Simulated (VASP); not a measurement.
# InP: excitons from the Bethe-Salpeter equation, part 2 of 3

Aim: the optical spectrum of InP with the electron-hole interaction. The cell is of the zinc-blende type, one of the forms listed for this formula. The start is a cell from a database of measured crystal structures.

VASP 6.6.1, plane waves and PAW; the level of theory is named at each step.

So far. Step 2 (Ground state): The cell has a gap of 0.700 eV on mesh and path and a pressure of +3.0 GPa, which holds the misfit of the given cell and coordinates with this functional, and any error of cutoff, mesh and data sets. Spin-orbit coupling is left out, which can shift or reorder these edges. Step 3 (Empty bands): WAVECAR now holds 120 bands for 18 electrons.

The database entry behind the starting cell differs from later determinations by our own check (0.1 to 0.3 % short, probably kX units), so it need not match the best structure at ambient conditions.

### 4. G0W0

This step: G0W0 on PBE; plane waves and PAW (In_d_GW, P_GW) (VASP 6.6.1).

One pass of GW corrects the levels to first order, with G and W from the starting orbitals. LWAVE keeps the quasiparticle levels in WAVECAR, and the W files hold the screened interaction for the next step.

INCAR reads:

```
SYSTEM = InP
PREC = Accurate
ENCUT = 300
ISMEAR = 0
SIGMA = 0.01
LREAL = .FALSE.
GGA = PE
NBANDS = 120
ALGO = EVGW0
NELMGW = 1
ENCUTGW = 100
NOMEGA = 48
PRECFOCK = Fast
NBANDSGW = 24
LWAVE = .TRUE.
LCHARG = .FALSE.
```

POSCAR reads:

```
InP
1.0
    0.0000000000      2.9305000000      2.9305000000
    2.9305000000      0.0000000000      2.9305000000
    2.9305000000      2.9305000000      0.0000000000
In P
1 1
Direct
    0.0000000000      0.0000000000      0.0000000000
    0.2500000000      0.2500000000      0.2500000000
```

KPOINTS reads:

```
Automatic mesh
0
Gamma
6 6 6
0 0 0
```

The projector-augmented-wave data sets are In_d_GW and P_GW (PBE family, release 64).

Run with:

```console
$ mpirun -np 8 vasp_std
```

Log:

```text
[banner, memory and clock lines left out]
running    8 mpi-ranks, on    1 nodes
 distrk:  each k-point on    8 cores,    1 groups
 distr:  one band on    1 cores,    8 groups

 POSCAR found type information on POSCAR InP
 POSCAR found :  2 types and       2 ions
 [... a notice as in an earlier step ...]

|                                                                             |
|           W    W    AA    RRRRR   N    N  II  N    N   GGGG   !!!           |
|           W    W   A  A   R    R  NN   N  II  NN   N  G    G  !!!           |
|           W    W  A    A  R    R  N N  N  II  N N  N  G       !!!           |
|           W WW W  AAAAAA  RRRRR   N  N N  II  N  N N  G  GGG   !            |
|           WW  WW  A    A  R   R   N   NN  II  N   NN  G    G                |
|           W    W  A    A  R    R  N    N  II  N    N   GGGG   !!!           |
|                                                                             |
|     The default for ENCUTGWSOFT is different in this version of VASP.       |
|     please manually set ENCUTGWSOFT =100 in the INCAR file.                 |
|                                                                             |

 LDA part: xc-table for (Slater+PW92), standard interpolation
 found WAVECAR, reading the header
 POSCAR, INCAR and KPOINTS ok, starting setup
 FFT: planning ... GRIDC
 FFT: planning ... GRID_SOFT
 FFT: planning ... GRID
 reading WAVECAR
 the WAVECAR file was read successfully
 initial charge from wavefunction
 available memory per node:     28.44 GB, setting MAXMEM to     29124

 The Fermi energy was updated, please check that it is located mid-gap
 values below the HOMO (VB) or above the LUMO (CB) will cause erroneous energies
 E-fermi :   4.2727

 calculate exact exchange contribution
 the WAVEDER file was read successfully
energies w=
    0.000    0.000    0.317    0.000    0.633    0.000    0.946    0.000
    1.255    0.000    1.560    0.000    1.860    0.000    2.154    0.000
    2.443    0.000    2.727    0.000    3.005    0.000    3.279    0.000
    3.549    0.000    3.815    0.000    4.080    0.000    4.343    0.000
    4.606    0.000    4.870    0.000    5.136    0.000    5.405    0.000
    5.679    0.000    5.959    0.000    6.247    0.000    6.545    0.000
    6.855    0.000    7.180    0.000    7.522    0.000    7.886    0.000
    8.275    0.000    8.693    0.000    9.148    0.000    9.646    0.000
   10.197    0.000   10.814    0.000   11.509    0.000   12.305    0.000
   13.227    0.000   14.312    0.000   15.611    0.000   17.198    0.000
   19.183    0.000   21.741    0.000   25.159    0.000   29.958    0.000
   37.168    0.000   49.182    0.000   73.090    0.000  143.362    0.000
 responsefunction array rank=     128
 LDA part: xc-table for (Slater+PW92), standard interpolation

 min. memory requirement per mpi rank    199.3 MB, per node   1594.6 MB

 allocating   6 responsefunctions rank=   128
 shmem allocating  48 responsefunctions rank=   128
 response function shared by NCSHMEM nodes    1
 Doing            6  frequencies on each core in blocks of           48
NQ=   1    0.0000    0.0000    0.0000,
|.........|.........|.........|.........|.........|.........|.........|.........
 performed        523000 updates of chi_q(r,r)
 total number of BLAS operations         53.50 Gflops
NQ=   2    0.1667    0.0000    0.0000,
|.........|.........|.........|.........|.........|.........|.........|.........
 performed       1438000 updates of chi_q(r,r)
 total number of BLAS operations        162.50 Gflops
NQ=   3    0.3333    0.0000    0.0000,
|.........|.........|.........|.........|.........|.........|.........|.........
 performed       2353000 updates of chi_q(r,r)
 total number of BLAS operations        262.75 Gflops
NQ=   4    0.5000    0.0000    0.0000,
|.........|.........|.........|.........|.........|.........|.........|.........
 performed       3130000 updates of chi_q(r,r)
 total number of BLAS operations        352.28 Gflops
NQ=   5    0.1667    0.1667    0.0000,
|.........|.........|.........|.........|.........|.........|.........|.........
 performed       4045000 updates of chi_q(r,r)
 total number of BLAS operations        466.70 Gflops
NQ=   6    0.3333    0.1667    0.0000,
|.........|.........|.........|.........|.........|.........|.........|.........
 performed       5455000 updates of chi_q(r,r)
 total number of BLAS operations        615.96 Gflops
NQ=   7    0.5000    0.1667    0.0000,
|.........|.........|.........|.........|.........|.........|.........|.........
 performed       6865000 updates of chi_q(r,r)
 total number of BLAS operations        765.22 Gflops
NQ=   8   -0.3333    0.1667    0.0000,
|.........|.........|.........|.........|.........|.........|.........|.........
 performed       8275000 updates of chi_q(r,r)
 total number of BLAS operations        914.48 Gflops
NQ=   9   -0.1667    0.1667    0.0000,
|.........|.........|.........|.........|.........|.........|.........|.........
 performed       9501000 updates of chi_q(r,r)
 total number of BLAS operations       1035.37 Gflops
NQ=  10    0.3333    0.3333    0.0000,
|.........|.........|.........|.........|.........|.........|.........|.........
 performed      10416000 updates of chi_q(r,r)
 total number of BLAS operations       1128.88 Gflops
NQ=  11    0.5000    0.3333    0.0000,
|.........|.........|.........|.........|.........|.........|.........|.........
 performed      11826000 updates of chi_q(r,r)
 total number of BLAS operations       1275.56 Gflops
NQ=  12   -0.3333    0.3333    0.0000,
|.........|.........|.........|.........|.........|.........|.........|.........
 performed      13052000 updates of chi_q(r,r)
 total number of BLAS operations       1407.58 Gflops
NQ=  13    0.5000    0.5000    0.0000,
|.........|.........|.........|.........|.........|.........|.........|.........
 performed      13748000 updates of chi_q(r,r)
 total number of BLAS operations       1482.56 Gflops
NQ=  14    0.5000    0.3333    0.1667,
|.........|.........|.........|.........|.........|.........|.........|.........
 performed      15331000 updates of chi_q(r,r)
 total number of BLAS operations       1635.85 Gflops
NQ=  15   -0.3333    0.3333    0.1667,
|.........|.........|.........|.........|.........|.........|.........|.........
 performed      16822000 updates of chi_q(r,r)
 total number of BLAS operations       1785.51 Gflops
NQ=  16   -0.3333    0.5000    0.1667,
|.........|.........|.........|.........|.........|.........|.........|.........
 performed      18054000 updates of chi_q(r,r)
 total number of BLAS operations       1909.17 Gflops
 resolving degeneracies of screened two electron integrals

 calculate QP shifts <psi_nk| G(iteration)W_0 |psi_nk>: iteration 1
 writing wavefunctions
 entering main loop
```

Run time: 4.3 min. Hardware: 8 MPI ranks of Intel Xeon Platinum 8488C (Sapphire Rapids), shared host; peak memory 2 GiB; 34 min of CPU time.

Parts of OUTCAR (step 4):

```text
The static configuration has the point symmetry T_d .

 Found     16 irreducible k-points:

   k-points           NKPTS =     16   k-points in BZ     NKDIM =    216   number of bands    NBANDS=    120

   NELECT =      18.0000    total number of electrons

 E-fermi :   4.2727

 QP shifts <psi_nk| G(iteration)W_0 |psi_nk>: iteration 1
 for sc-GW calculations column KS-energies equals QP-energies in previous step
 and V_xc(KS)=  KS-energies - (<T + V_ion + V_H > + <T+V_H+V_ion>^1  + <V_x>^1)
 k-point   1 :       0.0000    0.0000    0.0000
  band No.  KS-energies  QP-energies   sigma(KS)   V_xc(KS)     V^pw_x(r,r')   Z            occupation Imag(sigma)
    ...
      6      -7.6014      -7.9349     -11.8512     -11.3062     -18.2825       0.6120       2.0000       0.9194
      7       3.9225       3.5448     -12.7554     -12.2474     -13.8372       0.7435       2.0000       0.0995
      8       3.9225       3.5448     -12.7554     -12.2474     -13.8372       0.7435       2.0000       0.0995
      9       3.9225       3.5448     -12.7554     -12.2474     -13.8372       0.7435       2.0000       0.0995
     10       4.6229       4.7847     -10.7183     -10.9284      -7.1907       0.7702       0.0000       0.0160
     11       8.0047       8.1874      -9.7717     -10.0116      -5.5595       0.7612       0.0000      -0.0185
     12       8.0047       8.1874      -9.7717     -10.0116      -5.5595       0.7612       0.0000      -0.0185
     13       8.0047       8.1874      -9.7717     -10.0116      -5.5595       0.7612       0.0000      -0.0185
    ...

 k-point   2 :       0.1667    0.0000    0.0000
  band No.  KS-energies  QP-energies   sigma(KS)   V_xc(KS)     V^pw_x(r,r')   Z            occupation Imag(sigma)
    ...
      6      -7.2877      -7.6556     -12.0359     -11.4485     -18.3171       0.6262       2.0000       0.9037
      7       1.7373       1.2901     -12.1200     -11.5082     -13.6477       0.7309       2.0000       0.1344
      8       3.6184       3.2139     -12.5865     -12.0423     -13.7503       0.7433       2.0000       0.1012
      9       3.6184       3.2139     -12.5865     -12.0423     -13.7503       0.7433       2.0000       0.1012
     10       5.7165       5.8811     -10.6037     -10.8189      -6.9436       0.7649       0.0000       0.0049
     11       8.4114       8.5727     -10.0006     -10.2153      -5.6922       0.7511       0.0000      -0.0369
     12       8.4442       8.6447      -9.8903     -10.1561      -5.5418       0.7544       0.0000      -0.0272
     13       8.4442       8.6447      -9.8903     -10.1561      -5.5418       0.7544       0.0000      -0.0272
    ...

 k-point   3 :       0.3333    0.0000    0.0000
  band No.  KS-energies  QP-energies   sigma(KS)   V_xc(KS)     V^pw_x(r,r')   Z            occupation Imag(sigma)
    ...
      6      -6.4784      -6.8917     -12.4666     -11.8335     -18.4191       0.6528       2.0000       0.8437
      7      -0.6472      -1.1845     -11.7016     -10.9338     -14.4544       0.6998       2.0000       0.2334
      8       3.1451       2.7028     -12.4145     -11.8160     -13.7584       0.7391       2.0000       0.1047
      9       3.1451       2.7028     -12.4145     -11.8160     -13.7584       0.7391       2.0000       0.1047
     10       5.5698       5.7197     -10.1954     -10.3898      -6.4409       0.7713       0.0000       0.0066
     11       8.7849       8.9664      -9.6799      -9.9213      -5.2324       0.7516       0.0000      -0.0406
     12       8.7849       8.9664      -9.6799      -9.9213      -5.2324       0.7516       0.0000      -0.0406
     13      10.1905      10.3142      -9.8111      -9.9810      -4.7925       0.7286       0.0000      -0.1239
    ...

[... 7 parts as in an earlier step ...]

[... 5 further parts left out ...]
```

Numbers from this step:

| Property | Result |
| --- | --- |
| quasiparticle gap on the mesh | 1.240 eV |
| smallest direct quasiparticle gap on the mesh | 1.240 eV |
| gap of the starting orbitals on the mesh | 0.7004 eV |

GW takes the gap from 0.700 to 1.240 eV. Spin-orbit coupling is left out. The value holds for 120 bands, ENCUTGW = 100 eV and this mesh, and isn't shown to be converged in them.

### 5. BSE, Tamm-Dancoff

This step: BSE on G0W0 on PBE; plane waves and PAW (In_d_GW, P_GW) (VASP 6.6.1).

The Bethe-Salpeter equation adds the screened attraction of electron and hole to the quasiparticle pairs; ANTIRES = 0 leaves out the coupling to antiresonant pairs.

INCAR reads:

```
SYSTEM = InP
PREC = Accurate
ENCUT = 300
ISMEAR = 0
SIGMA = 0.01
LREAL = .FALSE.
GGA = PE
NBANDS = 120
ALGO = BSE
NBANDSO = 4
NBANDSV = 4
OMEGAMAX = 25
NEDOS = 1000
CSHIFT = 0.1
PRECFOCK = Fast
LWAVE = .FALSE.
LCHARG = .FALSE.
ENCUTGW = 100
ANTIRES = 0
```

POSCAR is that of step 4.

KPOINTS is that of step 4.

Run with:

```console
$ mpirun -np 8 vasp_std
```

Log:

```text
[banner, memory and clock lines left out]
running    8 mpi-ranks, on    1 nodes
 distrk:  each k-point on    8 cores,    1 groups
 distr:  one band on    1 cores,    8 groups

 POSCAR found type information on POSCAR InP
 POSCAR found :  2 types and       2 ions
|                                                                             |
|           W    W    AA    RRRRR   N    N  II  N    N   GGGG   !!!           |
|           W    W   A  A   R    R  NN   N  II  NN   N  G    G  !!!           |
|           W    W  A    A  R    R  N N  N  II  N N  N  G       !!!           |
|           W WW W  AAAAAA  RRRRR   N  N N  II  N  N N  G  GGG   !            |
|           WW  WW  A    A  R   R   N   NN  II  N   NN  G    G                |
|           W    W  A    A  R    R  N    N  II  N    N   GGGG   !!!           |
|                                                                             |
|     For optimal performance we recommend to set                             |
|       NCORE = 2 up to number-of-cores-per-socket                            |
|     NCORE specifies how many cores store one orbital (NPAR=cpu/NCORE).      |
|     This setting can greatly improve the performance of VASP for DFT.       |
|     The default, NCORE=1 might be grossly inefficient on modern             |
|     multi-core architectures or massively parallel machines. Do your        |
|     Unfortunately you need to use the default for GW and RPA                |
|     calculations (for HF NCORE is supported but not extensively tested      |
|     yet).                                                                   |
|                                                                             |

|                                                                             |
|           W    W    AA    RRRRR   N    N  II  N    N   GGGG   !!!           |
|           W    W   A  A   R    R  NN   N  II  NN   N  G    G  !!!           |
|           W    W  A    A  R    R  N N  N  II  N N  N  G       !!!           |
|           W WW W  AAAAAA  RRRRR   N  N N  II  N  N N  G  GGG   !            |
|           WW  WW  A    A  R   R   N   NN  II  N   NN  G    G                |
|           W    W  A    A  R    R  N    N  II  N    N   GGGG   !!!           |
|                                                                             |
|     The default for ENCUTGWSOFT is different in this version of VASP.       |
|     please manually set ENCUTGWSOFT =100 in the INCAR file.                 |
|                                                                             |

 LDA part: xc-table for (Slater+PW92), standard interpolation
 found WAVECAR, reading the header
 POSCAR, INCAR and KPOINTS ok, starting setup
 FFT: planning ... GRIDC
 FFT: planning ... GRID_SOFT
 FFT: planning ... GRID
 reading WAVECAR
 the WAVECAR file was read successfully
 initial charge from wavefunction
 available memory per node:     27.96 GB, setting MAXMEM to     28634

 The Fermi energy was updated, please check that it is located mid-gap
 values below the HOMO (VB) or above the LUMO (CB) will cause erroneous energies
 E-fermi :   4.1648

 the WAVEDER file was read successfully
 responsefunction array rank=     128

 min. memory requirement per mpi rank    145.7 MB, per node   1165.7 MB

 Doing            0  frequencies on each core in blocks of            0
 Found all WFULLXXXX.tmp files
 reading now WFULL0001.tmp
 reading now WFULL0002.tmp
 reading now WFULL0003.tmp
 reading now WFULL0004.tmp
 reading now WFULL0005.tmp
 reading now WFULL0006.tmp
 reading now WFULL0007.tmp
 reading now WFULL0008.tmp
 reading now WFULL0009.tmp
 reading now WFULL0010.tmp
 reading now WFULL0011.tmp
 reading now WFULL0012.tmp
 reading now WFULL0013.tmp
 reading now WFULL0014.tmp
 reading now WFULL0015.tmp
 reading now WFULL0016.tmp
 parallelization over k-points
 Using distributed matrix
 Using distributed eigensolver
 allocating two-electron 4 orbital integral table    4    4    4    4
 BSE setting up matrix
 available memory per node:     27.83 GB, setting MAXMEM to     28502
 Calculate matrix elements of the BSE Hamiltonian:
 Workload is divided into blocks of two-electron 4 orbital integrals computed in
  parallel.
 Each block/integral has dimensions  of (   4,   4,   4,   4) orbitals
 Total number of blocks/integrals:                23436
 Number of spins:                                     1
 Number of kpoints:                                 216
 Spin channel:                                        1
  Number of blocks of unoccupied bands:               1
  Number of blocks of occupied bands:                 1
 Number of rows/columns of blocks:                  216

                                                        Time (sec)
               Integrals                 Ranks       Real         CPU
  [         1 -       1728/     23436]     8         2.60        0.00
  [      1729 -       3456/     23436]     8         5.25        0.00
  [      3457 -       5184/     23436]     8         7.80        0.00
  [      5185 -       6912/     23436]     8        10.36        0.00
  [      6913 -       8640/     23436]     8        12.96        0.00
  [      8641 -      10368/     23436]     8        15.60        0.00
  [     10369 -      12096/     23436]     8        18.19        0.00
  [     12097 -      13824/     23436]     8        20.67        0.00
  [     13825 -      15552/     23436]     8        23.12        0.00
  [     15553 -      17280/     23436]     8        25.39        0.00
  [     17281 -      19008/     23436]     8        27.91        0.00
  [     19009 -      20736/     23436]     8        30.38        0.00
  [     20737 -      22464/     23436]     8        32.82        0.00
  [     22465 -      23328/     23436]     8        34.08        0.00
  [     23329 -      23436/     23436]     8        34.38        0.00

 BSE redistributing all elements
 BSE diagonalizing matrix PDSYEVX_ZHEEVX_DESC
 BSE calculating oscillator strength
```

Run time: 52 s. Hardware: 8 MPI ranks; peak memory 2.6 GiB; 6.8 min of CPU time.

Parts of OUTCAR (step 5):

```text
   NELECT =      18.0000    total number of electrons

 E-fermi :   4.1648

[... 8 parts as in an earlier step ...]

[... 2 further parts left out ...]
```

Numbers from this step:

| Quantity | Value |
| --- | --- |
| lowest excitation | 1.143 eV |

The imaginary dielectric function, xx has structure finer than the step of the table below, so its rows give means over 1 eV, whole bins alone (the curve runs from 0 to 25 eV). Peaks (eV: height): 1.1: 35.0, 2.6: 31.7, 2.9: 30.6, 3.7: 15.0, 4.3: 41.3, 6.1: 9.76.

From 4 filled and 4 empty bands alone, without any pair above OMEGAMAX = 25 eV, so strength is missing wherever others contribute; lines are broadened by CSHIFT, which also makes the tail under the first line. Table of imaginary dielectric function, xx by photon energy; means over each step:

| photon energy (eV) | imaginary dielectric function, xx |
| --- | --- |
| 1 | 9.92 |
| 2 | 4.83 |
| 3 | 14.2 |
| 4 | 18.4 |
| 5 | 8.42 |
| 6 | 6.54 |
| 7 | 5.10 |
| 8 | 3.05 |
| 9 | 1.33 |
| 10 | 0.955 |
| 11 | 0.537 |
| 12 | 0.268 |
| 13 | 0.365 |
| 14 | 0.317 |
| 15 | 0.131 |
| 16 | 0.120 |
| 17 | 0.0744 |
| 18 | 0.0284 |
| 19 | 0.0106 |
| 20 | 0.00726 |
| 21 | 0.00588 |
| 22 | 0.00492 |
| 23 | 0.00418 |
| 24 | 0.00359 |

Some of the lowest 40 states alone, with states under 2.5 meV apart joined, scaled to the strongest line shown. Lines of the exciton spectrum (strongest = 100):

| position (eV) | lines merged | oscillator strength |
| --- | --- | --- |
| 1.143 | 3 | 100 |
| 2.535 | 3 | 83 |
| 2.568 | 3 | 0.0 |
| 2.577 | 10 | 0.2 |
| 2.888 | 3 | 77 |
| 2.897 | 3 | 0.0 |
| 2.904 | 2 | 0.0 |
| 2.928 | 8 | 0.0 |

The lowest excitation lies at 1.143 eV, -97 meV against the direct gap of these orbitals, a distance that this coarse mesh makes far too large. Peak heights aren't converged with the mesh, least of all at the onset.

(Continued in part 3 of 3.)

[Lines on the potential files, build, host, timing and source positions are cut from VASP's logs without a mark.]

[Logs are printed without paths, hosts, clocks, repeated set-up lines and the standing remarks that a program may print on its own settings, such as how far it seeks lower states.]

[Hosts, paths, dates, database ids (printed as entryN), source tags and the programs' standing remarks are cut or masked in the printed files.]

[Pressures printed for these runs are not shown converged in the cutoff: they can be off by several GPa and have the wrong sign.]
